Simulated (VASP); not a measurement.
```
CELL_PARAMETERS angstrom
     -1.65155     1.65155     4.09782
      1.65155    -1.65155     4.09782
      1.65155     1.65155    -4.09782
ATOMIC_POSITIONS crystal
  Ge 0.33722 0.33722 0.00000
  Ge 0.66278 0.66278 0.00000
  W  0.00000 0.00000 0.00000
```

Level of theory: PBEsol GGA, VASP's PBE PAW potentials (set 64) (plane waves; VASP). Run with 400 eV cut-off, Gaussian smearing of 0.050 eV, potentials Ge_d W_sv.

**Question.** Give the energies of bands 16 to 24 at the high-symmetry points, in eV from the Fermi level.

**Answer.** 
| band | Γ | X | P | N | M | S | R |
|---|---|---|---|---|---|---|---|
| 16 | -6.47 | -6.51 | -7.12 | -10.12 | -11.23 | -9.86 | -8.24 |
| 17 | -5.00 | -6.43 | -6.11 | -5.59 | -3.18 | -7.47 | -5.54 |
| 18 | -2.94 | -5.66 | -6.11 | -4.75 | -1.91 | -2.70 | -4.67 |
| 19 | -2.55 | -4.53 | -2.98 | -2.45 | -0.68 | -2.45 | -4.38 |
| 20 | -2.55 | -2.98 | -2.21 | -2.41 | -0.68 | -2.42 | -2.85 |
| 21 | 0.71 | -1.52 | -2.21 | 0.00 | -0.47 | 0.07 | -2.05 |
| 22 | 2.45 | 2.51 | -0.50 | 2.28 | -0.47 | 1.74 | 1.77 |
| 23 | 3.37 | 2.56 | 2.51 | 3.11 | 0.75 | 3.19 | 2.03 |
| 24 | 3.37 | 2.70 | 3.29 | 3.30 | 2.76 | 3.54 | 2.41 |

It has no gap at this level: it comes out as a metal or semimetal.

The structure comes from a measured Ge2W entry (I4/mmm) of the Crystallography Open Database, whose conditions weren't checked. It was relaxed first.
